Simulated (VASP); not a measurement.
Set up this calculation in VASP 6.6.1, as the native input.

- Task: relaxation of cell and atoms
- Functional: LDA
- Potentials or basis: VASP PAW LDA potentials, release 64 (Cs_sv, Li_sv, Cr_pv, Te, S)
- Cutoff: 600 eV
- k mesh: 4 × 7 × 3
- Occupations: fermi-dirac, width 0.05 eV
- Spin: collinear spin, ferromagnetic start
- Starting moments: [0.0, 0.0, 3.0, 3.0, 0.0, 0.0, 0.0, 0.0, 0.0] μB
- Further INCAR settings: ALGO = Normal; EDIFF = 1e-06; IBRION = 2; EDIFFG = -0.02; NSW = 60; ISIF = 3

The structure of CsLiCr2Te2S3 lies in POSCAR:

```
CsLiCr2Te2S3
1.0
    7.0568400000      0.0000000000      0.0078800000
    0.0000000000      3.9806000000      0.0000000000
   -2.6830200000      0.0000000000      8.6786900000
Cs Li Cr Te S
1 1 2 2 3
Direct
    0.0773900000      0.0000000000      0.3770600000
    0.8642400000      0.5000000000      0.7888300000
    0.1264600000      0.0000000000      0.9461600000
    0.5929000000      0.5000000000      0.9716500000
    0.5083800000      0.0000000000      0.1527000000
    0.5561200000      0.0000000000      0.7489300000
    0.8742600000      0.0000000000      0.6850200000
    0.2517600000      0.5000000000      0.8440200000
    0.9629400000      0.5000000000      0.0535700000
```

The cell was built by a generator and needn't be a form met in nature.

These files were run (other wordings do the same):

INCAR

```
SYSTEM = CsLiCr2Te2S3
  PREC = Accurate
  ENCUT = 600
  EDIFF = 1E-6
  ISMEAR = -1
  SIGMA = 0.05
  LREAL = .False.
  LASPH = .True.
  NELM = 120
  ALGO = Normal
  ISIF = 3
  LWAVE = .False.
  LCHARG = .False.
  ISPIN = 2
  MAGMOM = 0 0 3 3 0 0 0 0 0
  LORBIT = 11
  LMAXMIX = 4
  IBRION = 2
  NSW = 60
  EDIFFG = -0.02
  KPAR = 4
```

KPOINTS

```
regular mesh
0
Gamma
  4 7 3
  0 0 0
```

Potentials or basis: VASP PAW LDA potentials, release 64 (Cs_sv, Li_sv, Cr_pv, Te, S).

The run is started by

```bash
$ cat potpaw_LDA.64/Cs_sv/POTCAR potpaw_LDA.64/Li_sv/POTCAR potpaw_LDA.64/Cr_pv/POTCAR potpaw_LDA.64/Te/POTCAR potpaw_LDA.64/S/POTCAR > POTCAR
$ mpirun -np 4 vasp_std > vasp.out
```

It gave:

The relaxed volume is 24.08 Å³/atom and the relaxed cell is a = 6.866 Å, b = 3.835 Å, c = 8.653 Å, α = 90.00°, β = 108.00°, γ = 90.00°. The space group after relaxing (to 0.05 Å) is Pm (No. 6). The energy gained by relaxing is 35.7 meV/atom. The ionic steps are 21, the pressure after relaxing is 0.0 GPa and the largest force after relaxing is 0.018 eV/Å. The band gap on the k mesh is 0.18 eV, indirect (least direct gap 0.25 eV), the net moment is 5.98 μB per cell and the site moments are Cs +0.00; Li +0.00; Cr +2.90, +2.76; Te -0.08, -0.02; S -0.02, -0.06 μB. The valence electrons inside the program's atomic spheres are Cs 6.56; Li 2.18; Cr 10.65, 10.74; Te 3.44, 3.41; S 3.75, 3.71, 3.72.

Caveat: the cutoff is under 1.25 times the usual one of these potentials, so pressure, stress and relaxed cells hold a basis-set (Pulay) error; spin-orbit coupling is left out, which moves the levels of the heavy elements; an odd mesh through Γ misses points on the zone boundary, where band edges often lie; only a ferromagnetic start was run, and an antiferromagnetic order may lie lower in energy.

Wall time 25 min on 4 MPI ranks on Intel(R) Xeon(R) 6975P-C (Granite Rapids), on a shared host, peak memory 0.78 GiB a rank.
